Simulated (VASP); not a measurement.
A run of VASP 6.6.1:

Contents of INCAR:

```
SYSTEM = Cu3Sn
  ALGO = Normal
  EDIFF = 1E-7
  ENCUT = 520
  GGA = PS
  ISIF = 2
  ISMEAR = -1
  LASPH = .True.
  LCHARG = .True.
  LELF = .True.
  LREAL = .False.
  LVHAR = .True.
  LWAVE = .False.
  NBANDS = 32
  NELM = 80
  PREC = Accurate
  SIGMA = 0.05
```

Contents of KPOINTS:

```
k-points
0
Gamma
  8 8 8
  0 0 0
```

File POSCAR:

```
Cu3Sn
1.0
    0.0000000000      3.0830250000      3.0830250000
    3.0830250000      0.0000000000      3.0830250000
    3.0830250000      3.0830250000      0.0000000000
Sn Cu
1 3
Direct
    0.0000000000      0.0000000000      0.0000000000
    0.2500000000      0.2500000000      0.2500000000
    0.7500000000      0.7500000000      0.7500000000
    0.5000000000      0.5000000000      0.5000000000
```

Potentials or basis: VASP PAW PBE potentials, release 64 (Sn_d, Cu).

Run with:

```console
$ cat potpaw_PBE.64/Sn_d/POTCAR potpaw_PBE.64/Cu/POTCAR > POTCAR
$ mpirun -np 1 vasp_std > vasp.out
```

Hardware: 1 thread of Intel(R) Xeon(R) 6975P-C (Granite Rapids), on a shared host.

Q: Estimate the wall time of this run.

A: It took 25 s on 1 thread of Intel(R) Xeon(R) 6975P-C (Granite Rapids) (shared host), peak memory 0.19 GiB. Counts: scf iterations 16, k points 29.
